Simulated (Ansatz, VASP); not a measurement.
# Y in two plane-wave programs

One calculation is typed for both programs; each brings its own data sets. How far apart do they land? The cell is taken from a series of runs on this material, whose earlier steps may have relaxed, scaled, displaced or heated it; both programs get it as it stands.

Program: Ansatz 0.2.0. Level of theory: plane waves, with VASP 6.6.1 beside it; zone-centre phonons at PBEsol. Results are calculated unless marked as measured.

## 1. The starting structure

Symmetry: P6_3/mmc, No. 194, hexagonal system. The conventional cell has a = 3.491 Å, b = 3.491 Å, c = 5.689 Å, α = 90.00°, β = 90.00°, γ = 120.00°. Y has 12 Y at 3.49 Å nearest.

Coordinates:

```xyz
2
Lattice="3.4905 0.0000 0.0000 -1.7453 3.0229 0.0000 0.0000 0.0000 5.6886" Properties=species:S:1:pos:R:3 pbc="T T T"
Y     0.0000    2.0153    1.4221
Y     1.7453    1.0076    4.2664
```

## 2. VASP: zone-centre phonons, PBEsol

Second derivatives magnify differences that forces hide, and they need a tight electronic threshold.

Lines of VASP's logs that name or quote its potential files are left out, and so is its time.

The input, INCAR:

```
SYSTEM = Y
PREC = Accurate
ENCUT = 500
EDIFF = 1E-08
NELM = 120
ISMEAR = 1
SIGMA = 0.2
LREAL = .FALSE.
ALGO = Normal
GGA = PS
NBANDS = 17
LASPH = .TRUE.
LORBIT = 11
LWAVE = .FALSE.
LCHARG = .FALSE.
ISIF = 2
IBRION = 8
GGA_COMPAT = .FALSE.
KPAR = 2
```

The input, POSCAR:

```
Y
1.0
    3.4905458547      0.0000000000      0.0000000000
   -1.7452729274      3.0229013832      0.0000000000
    0.0000000000      0.0000000000      5.6885662833
Y
2
Direct
    0.3333333333      0.6666666667      0.2500000000
    0.6666666667      0.3333333333      0.7500000000
```

The input, KPOINTS:

```
Automatic mesh
0
Gamma
15 15 8
0 0 0
```

Potentials, in the order of the species: Y_sv (PBE family, release 64).

Started as:

```bash
mpirun -np 2 vasp_std
```

Numbers of over 12 decimals in the logs are rounded to 6 here.

The log of the run:

```text
[banner, memory and clock lines left out]
running    2 mpi-ranks, on    1 nodes
 distrk:  each k-point on    1 cores,    2 groups
 distr:  one band on    1 cores,    1 groups

 POSCAR found type information on POSCAR Y
 POSCAR found :  1 types and       2 ions
|                                                                             |
|               ----> ADVICE to this user running VASP <----                  |
|                                                                             |
|     You enforced a specific xc type in the INCAR file but a different       |
|     [... a line on the potential file left out ...]
|     I HOPE YOU KNOW WHAT YOU ARE DOING!                                     |
|                                                                             |

 LDA part: xc-table for (Slater+PW92), standard interpolation
 POSCAR, INCAR and KPOINTS ok, starting setup
 FFT: planning ... GRIDC
 FFT: planning ... GRID_SOFT
 FFT: planning ... GRID
 WAVECAR not read
 entering main loop
       N       E                     dE             d eps       ncg     rms          rms(c)
DAV:   1     0.859914521733E+02    0.85991E+02   -0.11322E+04  4590   0.121E+03
DAV:   2    -0.700500030871E+01   -0.92996E+02   -0.91742E+02  5850   0.265E+02
DAV:   3    -0.138418719314E+02   -0.68369E+01   -0.67961E+01  8143   0.439E+01
DAV:   4    -0.140042854532E+02   -0.16241E+00   -0.16225E+00  5511   0.693E+00
DAV:   5    -0.140075868543E+02   -0.33014E-02   -0.33010E-02  6749   0.760E-01    0.346E+01
DAV:   6    -0.136718114141E+02    0.33578E+00   -0.42780E-01  4901   0.424E+00    0.213E+01
DAV:   7    -0.136234737108E+02    0.48338E-01   -0.83660E-01  6378   0.535E+00    0.179E+00
DAV:   8    -0.136109964786E+02    0.12477E-01   -0.13904E-01  5753   0.230E+00    0.585E-01
DAV:   9    -0.136107706441E+02    0.22583E-03   -0.43721E-03  6194   0.437E-01    0.213E-01
DAV:  10    -0.136107779263E+02   -0.72821E-05   -0.84464E-04  5486   0.255E-01    0.988E-02
DAV:  11    -0.136107797715E+02   -0.18452E-05   -0.52856E-05  6933   0.565E-02    0.720E-02
DAV:  12    -0.136107751222E+02    0.46494E-05   -0.94294E-06  5327   0.234E-02    0.209E-02
DAV:  13    -0.136107755429E+02   -0.42070E-06   -0.16872E-06  5332   0.118E-02    0.291E-03
DAV:  14    -0.136107755633E+02   -0.20417E-07   -0.12055E-07  7502   0.142E-03    0.132E-03
DAV:  15    -0.136107755115E+02    0.51740E-07   -0.50125E-09  3334   0.663E-04    0.102E-03
DAV:  16    -0.136107755078E+02    0.37203E-08   -0.16068E-09  3048   0.280E-04
   1 F= -.13610776E+02 E0= -.13609237E+02  d E =-.461461E-02
 Linear response reoptimize wavefunctions to high precision
DAV:   1    -0.136107755029E+02    0.49204E-08   -0.32032E-10  3231   0.123E-04
DAV:   2    -0.136107755029E+02    0.31832E-11   -0.73429E-11  2976   0.420E-05
 Linear response DOF=           2
 Linear response progress:
  Degree of freedom:   1/  2
       N       E                     dE             d eps       ncg     rms          rms(c)
RMM:   1    -0.265075587176E+00   -0.26508E+00    0.39951E+00 22633   0.107E+01
RMM:   2    -0.251152494372E+00    0.13923E-01   -0.19363E-01 32902   0.201E+00    0.175E-01
RMM:   3    -0.252560851177E+00   -0.14084E-02   -0.15648E-02 39046   0.620E-01    0.852E-02
RMM:   4    -0.252946949783E+00   -0.38610E-03   -0.26328E-03 45316   0.222E-01    0.278E-02
RMM:   5    -0.252992968805E+00   -0.46019E-04   -0.48335E-04 47569   0.951E-02    0.184E-02
RMM:   6    -0.252887932199E+00    0.10504E-03   -0.10312E-04 47885   0.361E-02    0.542E-03
RMM:   7    -0.252844145128E+00    0.43787E-04   -0.10520E-04 48527   0.190E-02    0.286E-03
RMM:   8    -0.252829652411E+00    0.14493E-04   -0.10974E-04 48672   0.100E-02    0.169E-03
RMM:   9    -0.252811019451E+00    0.18633E-04   -0.89436E-05 48698   0.642E-03    0.528E-04
RMM:  10    -0.252812287410E+00   -0.12680E-05   -0.58621E-05 49138   0.419E-03    0.645E-04
RMM:  11    -0.252809346763E+00    0.29406E-05   -0.35207E-05 48912   0.308E-03    0.230E-04
RMM:  12    -0.252808663187E+00    0.68358E-06   -0.22528E-05 49876   0.236E-03    0.205E-04
RMM:  13    -0.252807765168E+00    0.89802E-06   -0.14989E-05 48940   0.193E-03    0.683E-05
RMM:  14    -0.252807340762E+00    0.42441E-06   -0.10382E-05 49434   0.163E-03    0.731E-05
RMM:  15    -0.252807740288E+00   -0.39953E-06   -0.71271E-06 48787   0.140E-03    0.203E-04
RMM:  16    -0.252807643234E+00    0.97055E-07   -0.50926E-06 48691   0.123E-03    0.231E-04
RMM:  17    -0.252807524924E+00    0.11831E-06   -0.36591E-06 48906   0.109E-03    0.242E-04
RMM:  18    -0.252807597585E+00   -0.72661E-07   -0.26918E-06 48199   0.984E-04    0.292E-04
RMM:  19    -0.252807299262E+00    0.29832E-06   -0.20034E-06 46489   0.898E-04    0.255E-04
 first order change of Fermi-energy   0.13145E-04
 force on displaced ion       1 direction 1 :  -1.056   0.000   0.000
 Linear response progress:
  Degree of freedom:   2/  2
       N       E                     dE             d eps       ncg     rms          rms(c)
RMM:   1    -0.318851055552E+00   -0.31885E+00    0.41952E+00  7675   0.109E+01
RMM:   2    -0.309447355418E+00    0.94037E-02   -0.20059E-01 11302   0.198E+00    0.394E-01
RMM:   3    -0.311744061103E+00   -0.22967E-02   -0.14227E-02 12386   0.600E-01    0.157E-01
RMM:   4    -0.312441059522E+00   -0.69700E-03   -0.23661E-03 14823   0.231E-01    0.190E-02
RMM:   5    -0.312349754408E+00    0.91305E-04   -0.42852E-04 15413   0.951E-02    0.264E-02
RMM:   6    -0.312301643375E+00    0.48111E-04   -0.97046E-05 15759   0.430E-02    0.811E-03
RMM:   7    -0.312167911207E+00    0.13373E-03   -0.33538E-05 15744   0.192E-02    0.514E-03
RMM:   8    -0.312086142218E+00    0.81769E-04   -0.26511E-05 16068   0.105E-02    0.217E-03
RMM:   9    -0.312081538257E+00    0.46040E-05   -0.19352E-05 16078   0.614E-03    0.615E-04
RMM:  10    -0.312073628558E+00    0.79097E-05   -0.10352E-05 16397   0.410E-03    0.352E-04
RMM:  11    -0.312072916451E+00    0.71211E-06   -0.63651E-06 16484   0.295E-03    0.208E-04
RMM:  12    -0.312072313166E+00    0.60328E-06   -0.16648E-06 16179   0.233E-03    0.164E-04
RMM:  13    -0.312069771295E+00    0.25419E-05    0.10088E-07 15824   0.196E-03    0.934E-05
RMM:  14    -0.312072287631E+00   -0.25163E-05    0.14855E-06 15509   0.170E-03    0.313E-04
RMM:  15    -0.312072961009E+00   -0.67338E-06    0.20982E-06 16338   0.144E-03    0.472E-04
RMM:  16    -0.312070835889E+00    0.21251E-05    0.27335E-06 15114   0.130E-03    0.304E-04
RMM:  17    -0.312070971196E+00   -0.13531E-06    0.28570E-06 15956   0.112E-03    0.381E-04
RMM:  18    -0.312071029815E+00   -0.58620E-07    0.29778E-06 16189   0.997E-04    0.444E-04
RMM:  19    -0.312070617861E+00    0.41195E-06    0.28438E-06 15632   0.901E-04    0.445E-04
RMM:  20    -0.312070658705E+00   -0.40844E-07    0.26899E-06 15852   0.812E-04    0.490E-04
RMM:  21    -0.312070679259E+00   -0.20554E-07    0.24456E-06 15840   0.742E-04    0.526E-04
 first order change of Fermi-energy   0.15030E-04
 force on displaced ion       1 direction 3 :  -0.000  -0.000  -3.012
 Linear response finished
```

OUTCAR, selected parts (step 2):

```text
ion  position               nearest neighbor table
   1  0.333  0.667  0.250-   2 3.49   2 3.49   2 3.49   2 3.49   2 3.49   2 3.49
   2  0.667  0.333  0.750-   1 3.49   1 3.49   1 3.49   1 3.49   1 3.49   1 3.49

  LATTYP: Found a hexagonal cell.
 ALAT       =     3.4905458547
 C/A-ratio  =     1.6297067909

 Subroutine GETGRP returns: Found 24 space group operations
 (whereof 12 operations were pure point group operations)

The static configuration has the point symmetry D_3d.
 The point group associated with its full space group is D_6h.

 Found    135 irreducible k-points:

   k-points           NKPTS =    135   k-points in BZ     NKDIM =    135   number of bands    NBANDS=     17

   dimension x,y,z NGX =    28 NGY =   28 NGZ =   42
   dimension x,y,z NGXF=    56 NGYF=   56 NGZF=   84

   ENCUT  =  500.0 eV  36.75 Ry    6.06 a.u.   6.36  6.36 10.37*2*pi/ulx,y,z

   NELECT =      22.0000    total number of electrons

 k-points in reciprocal lattice and weights: Automatic mesh
   0.00000000  0.00000000  0.00000000       0.001
   0.06666667 -0.00000000  0.00000000       0.003
   0.13333333  0.00000000  0.00000000       0.003
   0.20000000  0.00000000  0.00000000       0.003
   0.26666667  0.00000000  0.00000000       0.003
   0.33333333 -0.00000000  0.00000000       0.003
   0.40000000 -0.00000000  0.00000000       0.003
   0.46666667  0.00000000  0.00000000       0.003
   0.06666667  0.06666667  0.00000000       0.003
[...]
0.33333333  0.26666667  0.50000000       0.007
   0.33333333  0.33333333  0.50000000       0.001

 average (electrostatic) potential at core
       1 -36.8489       2 -36.8489

  Total        0.9284769      0.9284769     -0.0563286     -0.0000000     -0.0000000     -0.0000000
  in kB       24.7834374     24.7834374     -1.5035555     -0.0000000     -0.0000000     -0.0000000
  external PRESSURE =      16.0211064 kB  Pullay stress =       0.0000000 kB

  energy-cutoff  :      500.00
  volume of cell :       60.02
      direct lattice vectors                 reciprocal lattice vectors
     3.490545855  0.000000000  0.000000000     0.286488143  0.165404006  0.000000000
    -1.745272927  3.022901383  0.000000000     0.000000000  0.330808013  0.000000000
     0.000000000  0.000000000  5.688566283     0.000000000  0.000000000  0.175791219

 POSITION                                       TOTAL-FORCE (eV/Angst)
 -----------------------------------------------------------------------------------
     -0.00000      2.01527      1.42214        -0.000000     -0.000000      0.000000
      1.74527      1.00763      4.26642         0.000000      0.000000      0.000000
 -----------------------------------------------------------------------------------
    total drift:                               -0.000000      0.000000     -0.000000

 Eigenvectors and eigenvalues of the dynamical matrix
 ----------------------------------------------------

   1 f  =    4.069167 THz    25.567331 2PiTHz  135.732805 cm-1    16.828715 meV
             X         Y         Z           dx          dy          dz
     -0.000000  2.015268  1.422142     0.000000    0.000000   -0.707107
      1.745273  1.007634  4.266425    -0.000000    0.000000    0.707107

   2 f  =    2.409186 THz    15.137359 2PiTHz   80.361780 cm-1     9.963586 meV
             X         Y         Z           dx          dy          dz
     -0.000000  2.015268  1.422142     0.645409   -0.288873    0.000000
      1.745273  1.007634  4.266425    -0.645409    0.288873    0.000000

   3 f  =    2.409186 THz    15.137359 2PiTHz   80.361780 cm-1     9.963586 meV
             X         Y         Z           dx          dy          dz
     -0.000000  2.015268  1.422142    -0.288873   -0.645409   -0.000000
      1.745273  1.007634  4.266425     0.288873    0.645409    0.000000

   4 f  =    0.000000 THz     0.000000 2PiTHz    0.000001 cm-1     0.000000 meV
             X         Y         Z           dx          dy          dz
     -0.000000  2.015268  1.422142    -0.596948    0.379016    0.000000
      1.745273  1.007634  4.266425    -0.596948    0.379016    0.000000

   5 f  =    0.000000 THz     0.000000 2PiTHz    0.000000 cm-1     0.000000 meV
             X         Y         Z           dx          dy          dz
     -0.000000  2.015268  1.422142    -0.000000    0.000000    0.707107
      1.745273  1.007634  4.266425     0.000000    0.000000    0.707107

   6 f/i=    0.000000 THz     0.000000 2PiTHz    0.000000 cm-1     0.000000 meV
             X         Y         Z           dx          dy          dz
     -0.000000  2.015268  1.422142     0.379016    0.596948   -0.000000
      1.745273  1.007634  4.266425     0.379016    0.596948    0.000000

 ELASTIC MODULI CONTR FROM IONIC RELAXATION (kBar)
 Direction    XX          YY          ZZ          XY          YZ          ZX
 --------------------------------------------------------------------------------
 XX         -37.5249     37.5249      0.0000      0.0000      0.0000      0.0000
 YY          37.5249    -37.5249     -0.0000      0.0000      0.0000      0.0000
 ZZ           0.0000     -0.0000     -0.0000      0.0000      0.0000      0.0000
 XY           0.0000      0.0000      0.0000    -37.5249      0.0000      0.0000
 YZ           0.0000      0.0000      0.0000      0.0000      0.0000      0.0000
 ZX           0.0000      0.0000      0.0000      0.0000      0.0000      0.0000
 --------------------------------------------------------------------------------
```

(Part 1 of 2 ends here.)

[Lines on the potential files, build, host, timing and source positions are cut from VASP's logs without a mark.]

[Logs are printed without paths, hosts, clocks, repeated set-up lines and the standing remarks that a program may print on its own settings, such as how far it seeks lower states.]

[Hosts, paths, dates, database ids (printed as entryN), source tags and the programs' standing remarks are cut or masked in the printed files.]
